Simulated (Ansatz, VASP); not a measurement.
## One calculation of ZrBrF, two programs

```
CELL_PARAMETERS angstrom
3.80769 0.00000 0.00000
0.00000 3.84429 0.00000
0.00000 0.00000 3.96276
ATOMIC_POSITIONS crystal
Zr 0.00000 0.00000 0.00000
Br 0.50000 0.50000 0.00000
F 0.50000 0.50000 0.50000
```

Change from the starting cell: species swapped into the TmCoC type (Pmmm, No. 47).

Alike in both runs: task relaxation of cell and atoms; functional PBE; k mesh 4 × 4 × 4; occupations gaussian, width 0.1 eV; no spin polarisation.

|  | VASP | Ansatz |
| --- | --- | --- |
| version | VASP 6.6.1 | Ansatz 0.2.0 |
| potentials or method | VASP PAW PBE potentials, release 64 (Zr_sv, Br, F) | scalar-relativistic, plane waves, PAW |
| plane-wave cutoff (eV) | 600 | 420 |
| valence electrons in the cell | 26 | 26 |

VASP gave:

```
gap on the k mesh at the Fermi level, each at its own relaxed structure (eV) : none
relaxed volume (Å³/atom)                                                     : 23.42
relaxed cell length with the largest relative difference (Å)                 : 5.171
energy change over the relaxation (meV/atom)                                 : -758
```

Question: What did Ansatz give for the same quantities?

Answer: gap on the k mesh at the Fermi level, each at its own relaxed structure (eV): none; relaxed volume (Å³/atom): 24.04; relaxed cell length with the largest relative difference (Å): 5.280; energy change over the relaxation (meV/atom): -784.

A gap of «none» marks a metal or a gap that the smearing closes.

Caveats: the k mesh is coarse (spacing up to 0.41 Å⁻¹), so the values aren't converged; the volume moved by over 15 % at a fixed basis, so the end points are rough (VASP).
